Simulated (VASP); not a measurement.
A run of VASP 6.6.1 is set up as follows.

The input INCAR:

```
SYSTEM = ZrB
  PREC = Accurate
  ENCUT = 520
  EDIFF = 1E-7
  ISMEAR = 0
  SIGMA = 0.1
  LREAL = .False.
  LASPH = .True.
  NELM = 100
  ALGO = Normal
  ISIF = 2
  LWAVE = .False.
  LCHARG = .False.
  GGA = PE
  NBANDS = 14
```

The input KPOINTS:

```
regular mesh
0
Gamma
  6 6 6
  0 0 0
```

File POSCAR:

```
ZrB
1.0
    0.0000000000      2.3250000000      2.3250000000
    2.3250000000      0.0000000000      2.3250000000
    2.3250000000      2.3250000000      0.0000000000
Zr B
1 1
Direct
    0.0000000000      0.0000000000      0.0000000000
    0.5000000000      0.5000000000      0.5000000000
```

Potentials or basis: VASP PAW PBE potentials, release 64 (Zr_sv, B).

Launch:

```bash
$ cat potpaw_PBE.64/Zr_sv/POTCAR potpaw_PBE.64/B/POTCAR > POTCAR
$ mpirun -np 1 vasp_std > vasp.out
```

Task: Predict the band gap on the k mesh.

Result: None (metal or under the smearing width).

Task: What does it give for the pressure?

Result: 35.1 GPa.

Caveat: the k mesh is coarse (spacing up to 0.39 Å⁻¹), so the values aren't converged; a pressure of tens of GPa on the cell as given is suspect, and the run, the potentials or the cell itself is likely at fault.
